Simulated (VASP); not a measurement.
# Bi3SbO3 (P6/mmm) in VASP: further runs

Runs on Bi3SbO3. Level: PBE. Tasks: relaxation of cell and atoms.

Program: VASP 6.6.1. These are calculated values, not measurements. Logs are shortened: lines on timing, memory, paths and dates and some standing lists are left out, and cuts for length are marked.

## (1) The crystal as given

Symmetry: P6/mmm, No. 191, hexagonal system. The conventional cell has a = 5.287 Å, b = 5.287 Å, c = 7.402 Å, α = 90.00°, β = 90.00°, γ = 120.00°. Sb (site symmetry 6/mmm) is surrounded by 6 O at 3.05 Å. Bi (site symmetry mmm) has 2 O at 2.64 Å and 4 Bi at 2.64 Å as nearest neighbours. O (site symmetry -6m2) is surrounded by 3 O at 3.05 Å and 3 Sb at 3.05 Å. O (site symmetry 6/mmm) has 6 Bi at 2.64 Å as nearest neighbours.

The cell was built by a generator and needn't be a form met in nature.

## (2) Relaxation of cell and atoms, PBE

INCAR

```
SYSTEM = Bi3SbO3
  PREC = Normal
  ENCUT = 520
  EDIFF = 1E-4
  ISMEAR = 0
  SIGMA = 0.15
  LREAL = .FALSE.
  LASPH = .TRUE.
  NELM = 60
  ALGO = Fast
  ISIF = 3
  LWAVE = .FALSE.
  LCHARG = .FALSE.
  GGA = PE
  IBRION = 2
  NSW = 24
  EDIFFG = -0.08
```

KPOINTS

```
Automatic mesh
0
G
  3 3 2
  0 0 0
```

POSCAR

```
Bi3SbO3
1.0
    5.2874843900      0.0000000000      0.0000000000
   -2.6437422000      4.5790958100      0.0000000000
    0.0000000000      0.0000000000      7.4019125600
Sb Bi O
1 3 3
Direct
    0.0000000000      0.0000000000      0.5000000000
    0.5000000000      0.0000000000      0.0000000000
    0.0000000000      0.5000000000      0.0000000000
    0.5000000000      0.5000000000      0.0000000000
    0.3333333300      0.6666666700      0.5000000000
    0.6666666700      0.3333333300      0.5000000000
    0.0000000000      0.0000000000      0.0000000000
```

Potentials or basis: VASP PAW PBE potentials, release 64 (Sb, Bi_d, O).

Started as:

```
cat potpaw_PBE.64/Sb/POTCAR potpaw_PBE.64/Bi_d/POTCAR potpaw_PBE.64/O/POTCAR > POTCAR
mpirun -np 1 vasp_std > vasp.out
```

OUTCAR:

```text
SYSTEM = Bi3SbO3
   PREC = Normal
   ENCUT = 520
   EDIFF = 1E-4
   ISMEAR = 0
   LREAL = .FALSE.
   LASPH = .TRUE.
   NELM = 60
   ISIF = 3
   GGA = PE
   IBRION = 2
   NSW = 24
   EDIFFG = -0.08

 ion  position               nearest neighbor table
   1  0.000  0.000  0.500-
   2  0.500  0.000  0.000-   7 2.64   7 2.64   3 2.64   3 2.64   4 2.64   4 2.64
   3  0.000  0.500  0.000-   4 2.64   4 2.64   2 2.64   2 2.64   7 2.64   7 2.64
   4  0.500  0.500  0.000-   3 2.64   3 2.64   7 2.64   7 2.64   2 2.64   2 2.64
   5  0.333  0.667  0.500-
   6  0.667  0.333  0.500-
   7  0.000  0.000  0.000-   2 2.64   2 2.64   4 2.64   4 2.64   3 2.64   3 2.64

  LATTYP: Found a hexagonal cell.
 ALAT       =     5.2874843900
 C/A-ratio  =     1.3998930331

  Lattice vectors:

 A1 = (   5.2874843900,   0.0000000000,   0.0000000000)
 A2 = (  -2.6437422000,   4.5790958100,   0.0000000000)
 A3 = (   0.0000000000,   0.0000000000,   7.4019125600)

Analysis of symmetry for initial positions (statically):
=====================================================================
 Subroutine PRICEL returns:
 Original cell was already a primitive cell.

 Routine SETGRP: Setting up the symmetry group for a
 hexagonal supercell.

 Subroutine GETGRP returns: Found 24 space group operations
 (whereof 24 operations were pure point group operations)
 out of a pool of 24 trial point group operations.

The static configuration has the point symmetry D_6h.

Analysis of symmetry for dynamics (positions and initial velocities):
=====================================================================
 Subroutine PRICEL returns:
 Original cell was already a primitive cell.

 Routine SETGRP: Setting up the symmetry group for a
 hexagonal supercell.

 Subroutine GETGRP returns: Found 24 space group operations
 (whereof 24 operations were pure point group operations)
 out of a pool of 24 trial point group operations.

The dynamic configuration has the point symmetry D_6h.

 Subroutine INISYM returns: Found 24 space group operations
 (whereof 24 operations are pure point group operations),
 and found     1 'primitive' translations

----------------------------------------------------------------------------------------

                                     Primitive cell

  volume of cell :     179.2143

  direct lattice vectors                    reciprocal lattice vectors
     5.287484390  0.000000000  0.000000000     0.189125854  0.109191863  0.000000000
    -2.643742200  4.579095810  0.000000000     0.000000000  0.218383725  0.000000000
[... 74 lines left out ...]
   ENCUT  =  520.0 eV  38.22 Ry    6.18 a.u.   9.83  9.83 13.76*2*pi/ulx,y,z
   NELM   =     60;   NELMIN=  2; NELMDL= -5     # of ELM steps
   EDIFF  = 0.1E-03   stopping-criterion for ELM
   LREAL  =      F    real-space projection
   EDIFFG = -.8E-01   stopping-criterion for IOM
   NSW    =     24    number of steps for IOM
   IBRION =      2    ionic relax: 0-MD 1-quasi-New 2-CG
   NFREE  =      1    steps in history (QN), initial steepest desc. (CG)
   ISIF   =      3    stress and relaxation
   ISYM   =      2    0-nonsym 1-usesym 2-fastsym
   POTIM  = 0.5000    time-step for ionic-motion
   TEBEG  =    0.0;   TEEND  =   0.0 temperature during run
   PSTRESS=    0.0 pullay stress
   NELECT =      68.0000    total number of electrons
   NUPDOWN=      -1.0000    fix difference up-down
   EMIN   =  10.00;   EMAX   =-10.00  energy-range for DOS
   EFERMI =   0.00;   METHOD = LEGACY
   ISMEAR =     0;   SIGMA  =   0.15  broadening in eV -4-tet -1-fermi 0-gaus
   EFERMI_NEDOS =   21; number of points for ismear=-14 and -15
   IALGO  =     68    algorithm
   IMIX   =      4    mixing-type and parameters
     AMIX     =   0.40;   BMIX     =  1.00
     AMIX_MAG =   1.60;   BMIX_MAG =  1.00
  volume/ion in A,a.u.               =      25.60       172.77
  Fermi-wavevector in a.u.,A,eV,Ry     =   1.185187  2.239679 19.111671  1.404668
  Thomas-Fermi vector in A             =   2.321386
   LORBIT       =      0    0 simple, 1 ext, 2 COOP (PROOUT), +10 PAW based schemes
   GGA     = PE    functional components
   LHFCALC =     F    Hartree Fock is set to
   AEXX    =    0.0000 exact exchange contribution
   IVDW    =     0    specifies the selected vdW correction
   LEPSILON=     F    determine dielectric tensor
   LRPA    =     F    only Hartree local field effects (RPA)
 conjugate gradient relaxation of ions
 non-spin polarized calculation
 RMM-DIIS sequential band-by-band and
 Gauss-broadening in eV      SIGMA  =   0.15
  energy-cutoff  :      520.00
  volume of cell :      179.21
 maximum number of plane-waves:      4841
   NGX = 19   NGY = 19   NGZ = 27

--------------------------------------- Ionic step        1  -------------------------------------------

 number of electron      68.0000128 magnetization

 Free energy of the ion-electron system (eV)
  ---------------------------------------------------
  ext. energy  EPLUGINS =         0.00000000
  ---------------------------------------------------
  free energy    TOTEN  =       -19.58797374 eV

  energy without entropy =      -19.49037252  energy(sigma->0) =      -19.53917313

------------------------ aborting loop because EDIFF is reached ----------------------------------------

  FORCE on cell =-STRESS in cart. coord.  units (eV):
  Direction    XX          YY          ZZ          XY          YZ          ZX
  --------------------------------------------------------------------------------------
  -------------------------------------------------------------------------------------
  Total       26.6071598     26.6071599     -5.7576675     -0.0000000      0.0000000     -0.0000000
  in kB      237.8681647    237.8681653    -51.4735814     -0.0000003      0.0000000     -0.0000000
  external PRESSURE =     141.4209162 kB  Pullay stress =       0.0000000 kB
[... 902 lines left out ...]
     39       7.6762      0.00000
     40       8.5670      0.00000

[... ionic steps 4 to 13 ...]

--------------------------------------- Ionic step       14  -------------------------------------------

 number of electron      68.0000051 magnetization

------------------------ aborting loop because EDIFF is reached ----------------------------------------
[... 77 lines left out ...]
--------------------------------------- Ionic step       16  -------------------------------------------

 number of electron      67.9999744 magnetization

 Free energy of the ion-electron system (eV)
  ---------------------------------------------------
  ext. energy  EPLUGINS =         0.00000000
  ---------------------------------------------------
  free energy    TOTEN  =       -31.40214811 eV

  energy without entropy =      -31.33535549  energy(sigma->0) =      -31.36875180

 E-fermi :   7.2423     XC(G=0): -10.4829

 val. band max:        7.2343048274   @ k =   0.3333   0.3333   0.5000
 cond. band min:       7.3466412971   @ k =   0.3333   0.3333   0.0000
 fundamental gap:      0.1123364697
 Fermi energy:         7.2422739510
[... 290 lines left out ...]
  FREE ENERGIE OF THE ION-ELECTRON SYSTEM (eV)
  ---------------------------------------------------
  free  energy   TOTEN  =       -31.4021481054 eV

  energy  without entropy=      -31.3353554943  energy(sigma->0) =      -31.36875180

 reached required accuracy - stopping structural energy minimisation
```

OSZICAR:

```text
N       E                     dE             d eps       ncg     rms          rms(c)
DAV:   1     0.806235971439E+03    0.80624E+03   -0.33539E+04   480   0.184E+03
DAV:   2     0.930839307609E+02   -0.71315E+03   -0.69955E+03   504   0.505E+02
DAV:   3    -0.227051645778E+02   -0.11579E+03   -0.11219E+03   624   0.209E+02
[... 218 lines left out ...]
RMM:   6    -0.314017766067E+02   -0.28065E-02   -0.47285E-02   625   0.150E+00    0.236E-01
RMM:   7    -0.314028694916E+02   -0.10929E-02   -0.12719E-02   556   0.810E-01    0.217E-01
RMM:   8    -0.314020865103E+02    0.78298E-03   -0.38105E-03   617   0.477E-01    0.679E-02
RMM:   9    -0.314021730918E+02   -0.86582E-04   -0.16633E-03   488   0.203E-01    0.568E-02
RMM:  10    -0.314021481054E+02    0.24986E-04   -0.27702E-04   371   0.110E-01
  16 F= -.31402148E+02 E0= -.31368752E+02  d E =-.493105E+00
```

Wall time 6.9 min (1 thread of Intel Xeon Platinum 8488C (Sapphire Rapids), shared host); peak memory 0.22 GiB.

Results:

| Quantity | Value |
| --- | --- |
| Free energy | -31.4021 eV |
| Relaxed volume | 20.13 Å³/atom |
| Relaxed cell | a = 6.484 Å, b = 6.484 Å, c = 3.870 Å, α = 90.00°, β = 90.00°, γ = 120.00° |
| Space group after relaxing (to 0.05 Å) | P6/mmm (No. 191) |
| Energy gained by relaxing | 1687.7 meV/atom |
| Ionic steps | 16 |
| Pressure after relaxing | 0.5 GPa |
| Band gap on the k mesh | none (metal or under the smearing width) |

The path:
| step | energy change (eV) | largest force (eV/Å) | pressure (GPa) | volume (Å³) |
| --- | --- | --- | --- | --- |
| 1 | 0.0000 | 0.0000 | 14.14 | 179.21 |
| 2 | -1.8117 | 0.0000 | -8.34 | 241.01 |
| 3 | -2.4705 | 0.0000 | -2.70 | 214.92 |
| 4 | -2.4712 | 0.0000 | -3.18 | 216.26 |
| 5 | -3.3483 | 0.0000 | -4.45 | 203.69 |
| 6 | -6.3289 | 0.0000 | -5.82 | 175.05 |
| 7 | -8.5130 | 0.0000 | 40.44 | 112.89 |
| 8 | -8.5450 | 0.0000 | -4.16 | 156.84 |
| 9 | -10.8054 | 0.0000 | 4.37 | 135.27 |
| 10 | -10.9294 | 0.0000 | 15.76 | 124.18 |
| 11 | -11.0710 | 0.0000 | 10.72 | 128.43 |
| 12 | -11.2995 | 0.0000 | 11.58 | 128.02 |
| 13 | -11.3033 | 0.0000 | 12.77 | 127.60 |
| 14 | -11.3211 | 0.0000 | 12.24 | 127.78 |
| 15 | -11.5946 | 0.0000 | 7.79 | 132.14 |
| 16 | -11.8142 | 0.0000 | 0.45 | 140.92 |

Final structure:
```yaml
crystal:
  lattice:
    - [6.48435, 0.00000, 0.00000]
    - [-3.24217, 5.61561, 0.00000]
    - [0.00000, 0.00000, 3.87003]
  atoms:
    - { symbol: Sb, position: [0.00000, 0.00000, 0.50000] }
    - { symbol: Bi, position: [0.50000, 0.00000, 0.00000] }
    - { symbol: Bi, position: [0.00000, 0.50000, 0.00000] }
    - { symbol: Bi, position: [0.50000, 0.50000, 0.00000] }
    - { symbol: O, position: [0.33333, 0.66667, 0.50000] }
    - { symbol: O, position: [0.66667, 0.33333, 0.50000] }
    - { symbol: O, position: [0.00000, 0.00000, 0.00000] }
```

Levels at points of the mesh, in eV from the Fermi level:
```csv
k point,band 31,band 32,band 33,band 34,band 35,band 36,band 37,band 38
"(0.00, 0.00, 0.00)",-1.75,-1.75,-0.27,-0.26,2.47,2.47,2.58,2.58
"(0.00, 0.00, 0.50)",-1.80,-0.86,-0.86,-0.40,-0.40,1.10,1.18,2.53
```

Caveat: the k mesh is coarse (spacing up to 0.46 Å⁻¹), so the values aren't converged; the volume moved by over 15 % at a fixed basis, so the end points are rough; spin-orbit coupling is left out, which moves the levels of the heavy elements; the relaxation stopped at a loose force limit of 0.08 eV/Å, so its end isn't a converged minimum.

## (3) Relaxation of cell and atoms, PBE

This run uses another cell than the first one, of 25.88 Å³/atom, 1.011 times its volume.

INCAR is that of step 2.

KPOINTS

```
Automatic mesh
0
G
  3 3 3
  0 0 0
```

POSCAR

```
Bi3SbO3
1.0
    5.8377440400      0.0000000000      0.0000000000
   -2.9188720200      5.0556346400      0.0000000000
    0.0000000000      0.0000000000      6.1391028500
Sb Bi O
1 3 3
Direct
    0.0000000000      0.0000000000      0.5000000000
    0.5000000000      0.0000000000      0.0000000000
    0.0000000000      0.5000000000      0.0000000000
    0.5000000000      0.5000000000      0.0000000000
    0.5000000000      0.0000000000      0.5000000000
    0.0000000000      0.5000000000      0.5000000000
    0.5000000000      0.5000000000      0.5000000000
```

Potentials or basis: VASP PAW PBE potentials, release 64 (Sb, Bi_d, O).

Started as:

```
cat potpaw_PBE.64/Sb/POTCAR potpaw_PBE.64/Bi_d/POTCAR potpaw_PBE.64/O/POTCAR > POTCAR
mpirun -np 1 vasp_std > vasp.out
```

OUTCAR:

```text
SYSTEM = Bi3SbO3
   PREC = Normal
   ENCUT = 520
   EDIFF = 1E-4
   ISMEAR = 0
   LREAL = .FALSE.
   LASPH = .TRUE.
   NELM = 60
   ISIF = 3
   GGA = PE
   IBRION = 2
   NSW = 24
   EDIFFG = -0.08

 ion  position               nearest neighbor table
   1  0.000  0.000  0.500-
   2  0.500  0.000  0.000-   3 2.92   4 2.92   4 2.92   3 2.92
   3  0.000  0.500  0.000-   4 2.92   4 2.92   2 2.92   2 2.92
   4  0.500  0.500  0.000-   3 2.92   3 2.92   2 2.92   2 2.92
   5  0.500  0.000  0.500-
   6  0.000  0.500  0.500-
   7  0.500  0.500  0.500-

  LATTYP: Found a hexagonal cell.
 ALAT       =     5.8377440400
 C/A-ratio  =     1.0516224774

  Lattice vectors:

 A1 = (   5.8377440400,   0.0000000000,   0.0000000000)
 A2 = (  -2.9188720200,   5.0556346400,   0.0000000000)
[... 160 lines left out ...]

 number of electron      68.0000019 magnetization

 Free energy of the ion-electron system (eV)
  ---------------------------------------------------
  ext. energy  EPLUGINS =         0.00000000
  ---------------------------------------------------
  free energy    TOTEN  =       -25.07138610 eV

  energy without entropy =      -24.98901275  energy(sigma->0) =      -25.03019943

 E-fermi :   3.8235     XC(G=0):  -9.2468

 val. band max:        3.7597728454   @ k =   0.0000   0.0000   0.3333
 cond. band min:       3.9273670863   @ k =   0.3333   0.0000   0.0000
 fundamental gap:      0.1675942409
 Fermi energy:         3.8234931500
[... 807 lines left out ...]
--------------------------------------- Ionic step        8  -------------------------------------------

 number of electron      68.0000091 magnetization

 Free energy of the ion-electron system (eV)
  ---------------------------------------------------
  ext. energy  EPLUGINS =         0.00000000
  ---------------------------------------------------
  free energy    TOTEN  =       -30.79067240 eV

  energy without entropy =      -30.69363993  energy(sigma->0) =      -30.74215617

 E-fermi :   5.6424     XC(G=0):  -9.8968

 val. band max:        5.6063972121   @ k =   0.3333   0.0000   0.0000
 cond. band min:       5.6884427295   @ k =   0.3333   0.0000   0.0000
 fundamental gap:      0.0820455174
 Fermi energy:         5.6424100485
[... 290 lines left out ...]
  FREE ENERGIE OF THE ION-ELECTRON SYSTEM (eV)
  ---------------------------------------------------
  free  energy   TOTEN  =       -30.7906724047 eV

  energy  without entropy=      -30.6936399307  energy(sigma->0) =      -30.74215617

 reached required accuracy - stopping structural energy minimisation
```

OSZICAR:

```text
N       E                     dE             d eps       ncg     rms          rms(c)
DAV:   1     0.820631076180E+03    0.82063E+03   -0.33521E+04   480   0.184E+03
DAV:   2     0.965828750920E+02   -0.72405E+03   -0.70893E+03   496   0.508E+02
DAV:   3    -0.269824657484E+02   -0.12357E+03   -0.11772E+03   608   0.211E+02
[... 90 lines left out ...]
RMM:   3    -0.307986582817E+02    0.98686E-01   -0.10704E-01   530   0.224E+00    0.528E-01
RMM:   4    -0.307909456705E+02    0.77126E-02   -0.52508E-02   549   0.174E+00    0.239E-01
RMM:   5    -0.307905465208E+02    0.39915E-03   -0.12614E-02   636   0.681E-01    0.115E-01
RMM:   6    -0.307906589304E+02   -0.11241E-03   -0.27690E-03   594   0.385E-01    0.518E-02
RMM:   7    -0.307906724047E+02   -0.13474E-04   -0.90318E-04   505   0.205E-01
   8 F= -.30790672E+02 E0= -.30742156E+02  d E =-.132683E+00
```

Run time: 2.8 min. Hardware: 1 thread of Intel Xeon Platinum 8488C (Sapphire Rapids), shared host; peak memory 0.23 GiB.

Results:

* Free energy: -30.7907 eV
* Relaxed volume: 22.39 Å³/atom
* Relaxed cell: a = 6.365 Å, b = 6.365 Å, c = 4.467 Å, α = 90.00°, β = 90.00°, γ = 120.00°
* Space group after relaxing (to 0.05 Å): P6/mmm (No. 191)
* Energy gained by relaxing: 817.0 meV/atom
* Ionic steps: 8
* Pressure after relaxing: 0.1 GPa
* Band gap on the k mesh: none (metal or under the smearing width)

Stress tensor (GPa, compression positive):
```
-0.10  0.00  0.00
 0.00 -0.10  0.00
 0.00  0.00  0.47
```

Step by step:
```
step  energy change (eV)  largest force (eV/Å)  pressure (GPa)  volume (Å³)
   1              0.0000                0.0000           -3.67       181.19
   2             -2.9932                0.0000           -5.03       164.73
   3             -5.4145                0.0000            8.20       141.45
   4             -5.4499                0.0000           -0.01       148.69
   5             -5.5920                0.0000            3.19       145.31
   6             -5.5866                0.0000            3.93       144.51
   7             -5.7198                0.0000            0.51       154.84
   8             -5.7193                0.0000            0.09       156.73
```

Final structure:
```yaml
crystal:
  lattice:
    - [6.36489, 0.00000, 0.00000]
    - [-3.18245, 5.51216, 0.00000]
    - [0.00000, 0.00000, 4.46737]
  atoms:
    - { symbol: Sb, position: [0.00000, 0.00000, 0.50000] }
    - { symbol: Bi, position: [0.50000, 0.00000, 0.00000] }
    - { symbol: Bi, position: [0.00000, 0.50000, 0.00000] }
    - { symbol: Bi, position: [0.50000, 0.50000, 0.00000] }
    - { symbol: O, position: [0.50000, 0.00000, 0.50000] }
    - { symbol: O, position: [0.00000, 0.50000, 0.50000] }
    - { symbol: O, position: [0.50000, 0.50000, 0.50000] }
```

Levels at points of the mesh, in eV from the Fermi level:
| k point | band 30 | band 31 | band 32 | band 33 | band 34 | band 35 | band 36 | band 37 | band 38 | band 39 |
| --- | --- | --- | --- | --- | --- | --- | --- | --- | --- | --- |
| (0.00, 0.00, 0.00) | -1.14 | -1.06 | -1.06 | -0.39 | -0.39 | 0.06 | 1.65 | 1.65 | 4.29 | 5.35 |

Caveat: the k mesh is coarse (spacing up to 0.41 Å⁻¹), so the values aren't converged; spin-orbit coupling is left out, which moves the levels of the heavy elements; the relaxation stopped at a loose force limit of 0.08 eV/Å, so its end isn't a converged minimum.

(Continued in part 2 of 2.)
